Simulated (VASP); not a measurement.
All values below come from PBE GGA, VASP's PBE PAW potentials (set 64) (plane waves; VASP).

VASP input:

INCAR:
```
ALGO  =  Normal
EDIFF  =  1E-6
ENCUT  =  300
GGA  =  PE
ISIF  =  2
ISMEAR  =  0
LASPH  =  .True.
LCHARG  =  .False.
LMAXMIX  =  6
LREAL  =  .False.
LWAVE  =  .False.
NELM  =  100
PREC  =  Accurate
SIGMA  =  0.272
SYSTEM  =  Re
```

KPOINTS:
```
Automatic mesh
0
Gamma
7 7 9
0 0 0
```

### POSCAR
```
Re
4.3603640
  1.0000000000   0.0000000000   0.0000000000
 -0.5000000000   0.8660254052   0.0000000000
  0.0000000000   0.0000000000   0.6082161948
Re
3
Cart
  0.0000000000   0.0000000000   0.0000000000
 -0.0000005000   0.5773505588   0.3041080974
  0.5000005000   0.2886748464   0.3041080974
```

POTCAR, in this order: Re (PBE.64 set). Program: vasp_std.

At this cut-off the stress carries a Pulay error, which pulls relaxed volumes low. Unless said otherwise, spin-orbit coupling is left out, though it shifts the bands of the heavy elements here.

### Question
Predict the energy per atom (σ→0), pressure, band gap (on the k-mesh).

### Answer

```yaml
energy per atom (σ→0): -1177.3 kJ/mol-atom
band gap (on the k-mesh): none (metal, semimetal or under 0.01 eV)
pressure: 13.84 GPa
```

OSZICAR:
```
...
DAV:   7    -0.368086522031E+02    0.38434E+00   -0.23942E+00  2186   0.383E+01    0.382E+00
DAV:   8    -0.366556746821E+02    0.15298E+00   -0.95244E-01  2186   0.223E+01    0.102E+00
DAV:   9    -0.366479711781E+02    0.77035E-02   -0.46046E-02  1892   0.381E+00    0.191E-01
DAV:  10    -0.366480796918E+02   -0.10851E-03   -0.38283E-03  2210   0.112E+00    0.126E-01
DAV:  11    -0.366480601062E+02    0.19586E-04   -0.22072E-04  1856   0.210E-01    0.438E-02
DAV:  12    -0.366480592547E+02    0.85153E-06   -0.42855E-05  2008   0.133E-01    0.140E-02
DAV:  13    -0.366480586807E+02    0.57400E-06   -0.29438E-06  1244   0.530E-02
   1 F= -.36648059E+02 E0= -.36605396E+02  d E =-.853251E-01
```

The structure was generated: Re was put into an ordered model structure, which need not be its known phase. The cell was not relaxed at this level. VASP warned that the highest band is occupied, so more bands are needed.
